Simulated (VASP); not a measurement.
# Ta: surface energy and work function by face, part 6 of 6

Aim: compare the low-index faces of Ta at one level of theory.

VASP 6.6.1; PBEsol; plane waves and PAW (Ta).

So far. Step 6 (Surface relaxation, 9 atoms, face Ta(100)): The run ended after 13 ionic steps, 0.385 eV below its first step, once the forces on the free atoms met EDIFFG = -0.03. Step 7 (Vacuum level and density of states, 9 atoms, face …): The vacuum level lies 3.85 eV above the Fermi level at the upper face; both faces agree, as the slab has next to no dipole.

### 8. Relaxing the slab, 11 atoms, face Ta(111) (continued)

Step by step:

```tsv
step	energy less that of the first step (eV)	largest force (eV/Å)
1	0.0000	2.2192
2	-0.4776	1.5784
3	-0.7579	1.0188
4	-0.7597	0.8795
5	-0.8339	0.5271
6	-0.8712	0.3478
7	-0.9013	0.2564
8	-0.9146	0.1429
9	-0.9211	0.1249
10	-0.9214	0.1203
11	-0.9251	0.0511
12	-0.9253	0.0511
13	-0.9258	0.0042
```

The atoms that moved most (Å):

```tsv
atom	dx	dy	dz	length
Ta1	0.000	0.000	0.333	0.333
Ta11	0.000	0.000	-0.333	0.333
Ta9	0.000	0.000	0.092	0.092
Ta3	0.000	0.000	-0.092	0.092
Ta4	0.000	0.000	0.076	0.076
Ta8	0.000	0.000	-0.076	0.076
Ta2	0.000	0.000	0.064	0.064
Ta10	0.000	0.000	-0.064	0.064
```

The relaxed structure:

```xyz
11
Lattice="4.6293 0.0000 0.0000 2.3147 4.0091 0.0000 0.0000 0.0000 24.4496" Properties=species:S:1:pos:R:3
Ta    4.6293    2.6728    7.8332
Ta    0.0000    0.0000    8.5086
Ta    2.3147    1.3364    9.2983
Ta    4.6293    2.6728   10.4109
Ta    0.0000    0.0000   11.2692
Ta    2.3147    1.3364   12.2248
Ta    4.6293    2.6728   13.1804
Ta    0.0000    0.0000   14.0387
Ta    2.3147    1.3364   15.1513
Ta    4.6293    2.6728   15.9410
Ta    0.0000    0.0000   16.6164
```

The run ended after 13 ionic steps, 0.926 eV below its first step, once the forces on the free atoms met EDIFFG = -0.03.

### 9. Potential and states of the slab, 11 atoms, face Ta(111)

INCAR reads:

```
SYSTEM = Ta
PREC = Normal
ENCUT = 320
EDIFF = 1E-06
NELM = 120
ISMEAR = 1
SIGMA = 0.15
LREAL = .FALSE.
ALGO = Fast
GGA = PS
NBANDS = 38
LORBIT = 11
LWAVE = .FALSE.
LCHARG = .TRUE.
KPAR = 4
IDIPOL = 3
LDIPOL = .TRUE.
DIPOL = 0.5 0.5 0.5
LVHAR = .TRUE.
LVACPOTAV = .TRUE.
NEDOS = 1500
```

POSCAR reads:

```
Ta
1.0
    4.6293469158      0.0000000000      0.0000000000
    2.3146734579      4.0091320320      0.0000000000
    0.0000000000      0.0000000000     24.4496148216
Ta
11
Direct
    0.6666666700      0.6666666700      0.3203831429
    0.0000000000      0.0000000000      0.3480053064
    0.3333333300      0.3333333300      0.3803056999
    0.6666666700      0.6666666700      0.4258097484
    0.0000000000      0.0000000000      0.4609154076
    0.3333333300      0.3333333300      0.5000000000
    0.6666666700      0.6666666700      0.5390845924
    0.0000000000      0.0000000000      0.5741902516
    0.3333333300      0.3333333300      0.6196943001
    0.6666666700      0.6666666700      0.6519946936
    0.0000000000      0.0000000000      0.6796168571
```

KPOINTS reads:

```
Automatic mesh
0
Gamma
9 9 1
0 0 0
```

Potentials, in the order of the species: Ta (PBE family, release 64).

Run with:

```console
> mpirun -np 4 vasp_std
```

The program printed:

```text
[... set-up lines as in an earlier step ...]
 entering main loop
       N       E                     dE             d eps       ncg     rms          rms(c)
DAV:   1     0.163268820229E+03    0.16327E+03   -0.15038E+04   912   0.756E+02
DAV:   2    -0.111142195691E+03   -0.27441E+03   -0.25963E+03  1314   0.170E+02
DAV:   3    -0.140945968293E+03   -0.29804E+02   -0.28520E+02  1156   0.586E+01
DAV:   4    -0.143162804728E+03   -0.22168E+01   -0.21919E+01  1528   0.142E+01
[...]
RMM:  28    -0.131753986915E+03   -0.35118E-05   -0.43546E-07   557   0.184E-03    0.339E-04
RMM:  29    -0.131753988510E+03   -0.15958E-05   -0.28833E-07   471   0.149E-03    0.237E-04
RMM:  30    -0.131753988670E+03   -0.15972E-06   -0.12454E-07   396   0.122E-03
 [... a notice as in an earlier step ...]

   1 F= -.13175399E+03 E0= -.13175631E+03  d E =0.695610E-02
```

Elapsed: 58 s, on 4 MPI ranks of AMD EPYC 7R43, shared host; peak memory 0.8 GiB; 3.7 min of CPU time.

Parts of OUTCAR (step 9):

```text
  Total       -4.1652471     -4.1652471     -0.4097861     -0.0000000     -0.0000000     -0.0000000
  in kB      -14.7064973    -14.7064973     -1.4468573     -0.0000000     -0.0000000     -0.0000000
  external PRESSURE =     -10.2866173 kB  Pullay stress =       0.0000000 kB

 POSITION                                       TOTAL-FORCE (eV/Angst)
 -----------------------------------------------------------------------------------
      4.62935      2.67275      7.83324         0.000000      0.000000      0.002498
      0.00000      0.00000      8.50860        -0.000000     -0.000000     -0.002540
      2.31467      1.33638      9.29833         0.000000      0.000000      0.002565
      4.62935      2.67275     10.41088        -0.000000      0.000000     -0.002478
      0.00000      0.00000     11.26920         0.000000      0.000000      0.005168
      2.31467      1.33638     12.22481         0.000000      0.000000     -0.000000
      4.62935      2.67275     13.18041        -0.000000      0.000000     -0.005168
      0.00000      0.00000     14.03873         0.000000     -0.000000      0.002478
      2.31467      1.33638     15.15129         0.000000     -0.000000     -0.002565
      4.62935      2.67275     15.94102         0.000000      0.000000      0.002540
      0.00000      0.00000     16.61637        -0.000000      0.000000     -0.002498
 -----------------------------------------------------------------------------------
    total drift:                               -0.000001     -0.000001     -0.000016

  FREE ENERGIE OF THE ION-ELECTRON SYSTEM (eV)
  ---------------------------------------------------
  free  energy   TOTEN  =      -131.7539886702 eV

  energy  without entropy=     -131.7609447669  energy(sigma->0) =     -131.75630737

[... 2 parts as in an earlier step ...]

[... 1 further part left out ...]
[key lines of the parts left out:]
E-fermi :   0.2906
```

Zero at the Fermi level. The planar average of the electrostatic potential by height:

```tsv
height (Å)	planar average of the electrostatic potential (eV)
0	4.01
1	4.01
2	4.01
3	4.01
4	4.00
5	3.96
6	3.58
7	0.182
8	-6.76
9	-6.97
10	-5.19
11	-6.13
12	-5.78
13	-6.09
14	-5.57
15	-5.75
16	-8.01
17	-3.06
18	2.80
19	3.89
20	4.00
21	4.01
22	4.01
23	4.01
24	4.01
```

The map of layer states is cut here 0.5 eV above the Fermi level, so it leaves out the states above that.

The vacuum level lies 4.01 eV above the Fermi level at the upper face; both faces agree, as the slab has next to no dipole.

The program found no field-free point at its default tolerance, but its printed level agrees with the flat part of the planar average.

On this mesh the fine structure of the density of states is sampling noise, and high empty states may be cut by the number of bands.

### 10. The faces side by side

This step: surfaces of a metal, PBEsol; plane waves and PAW (VASP 6.6.1).

Derived from the runs above.

Symmetric slabs, all atoms free. All faces:

```tsv
face	layers	area a surface atom (Å²)	work function (eV)	surface energy as cut (J/m²)	surface energy relaxed (J/m²)	change of the top spacing (%)
Ta(110)	7	7.577	4.848	2.673	2.609	-4.75
Ta(100)	9	10.71	3.85	3.04	2.753	-13.84
Ta(111)	11	18.56	4.005	3.394	2.995	-28.53
```

Each surface energy is the slab's energy less its number of atoms times the bulk energy of -12.6086 eV, over twice the cell's area.

### 11. Outcome

```json
{
  "Ta(110)": "2.61 J/m², 4.85 eV",
  "Ta(100)": "2.75 J/m², 3.85 eV",
  "Ta(111)": "2.99 J/m², 4.01 eV"
}
```

What this shows: The cheapest face is Ta(110) at 2.61 J/m², against 2.75 for Ta(100) and 2.99 for Ta(111). The work functions are 4.85 eV for Ta(110), 4.01 eV for Ta(111) and 3.85 eV for Ta(100). The densest face has the highest work function, as the smoothing of the electron density over an open face lowers the surface dipole. Among the others the order doesn't follow the density. The densest face is also the cheapest, since it cuts the fewest bonds an area. The top spacing changes by -4.8 % on Ta(110), -13.8 % on Ta(100) and -28.5 % on Ta(111), the most on the most open face. One thickness was run for each face, and bulk and slab meshes don't match, which leaves some hundredths of a J/m². The cells are 1 × 1 and can't reconstruct. Spin-orbit coupling is left out, which matters for a heavy metal.

[Lines on the potential files, build, host, timing and source positions are cut from VASP's logs without a mark.]

[Logs are printed without paths, hosts, clocks, repeated set-up lines and the standing remarks that a program may print on its own settings, such as how far it seeks lower states.]

[Hosts, paths, dates, database ids (printed as entryN), source tags and the programs' standing remarks are cut or masked in the printed files.]

[Runs that stopped without an error message from VASP are left out.]
